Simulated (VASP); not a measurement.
Level of theory: PBEsol GGA, VASP's PBE PAW potentials (set 64) (plane waves; VASP).

Input for VASP

File POSCAR:
```
BaTiO3
1
    3.8649863201     0.0000000000     0.0000000000
    0.0000000000     3.8649863201     0.0000000000
    0.0000000000     0.0000000000     3.8649863201
Ba Ti O
1 1 3
Direct
  0.0000000000   0.0000000000   0.0000000000
  0.5000000000   0.5000000000   0.5000000000
  0.5000000000   0.0000000000   0.5000000000
  0.0000000000   0.5000000000   0.5000000000
  0.5000000000   0.5000000000   0.0000000000
```

INCAR:
```
ALGO = Normal
EDIFF = 1E-6
EDIFFG = -0.02
ENCUT = 620
GGA = PS
IBRION = 2
ISIF = 3
ISMEAR = 0
LASPH = .TRUE.
LCHARG = .FALSE.
LMAXMIX = 4
LREAL = .FALSE.
LWAVE = .FALSE.
NELM = 100
NSW = 40
PREC = Accurate
PSTRESS = 300
SIGMA = 0.05
SYSTEM = BaTiO3
```

File KPOINTS:
```
Automatic mesh
0
Gamma
6 6 6
0 0 0
```

POTCAR, in this order: Ba_sv Ti_sv O (PBE.64 set). Program: vasp_std.

### Question
What will the output report for the number of irreducible k-points (NKPTS), largest plane-wave count, number of space-group operations, FFT grid (NGX, NGY, NGZ)?

### Answer

- number of irreducible k-points (NKPTS) = 20
- largest plane-wave count = 2048
- number of space-group operations = 48
- FFT grid (NGX, NGY, NGZ) = 32 × 32 × 32

The compound is BaTiO3 in the cubic perovskite structure, the ideal cubic form; the compound distorts at low or room temperature. This run relaxes it under an external pressure of 30 GPa. Symmetry was kept, so distortions that lower it aren't found.
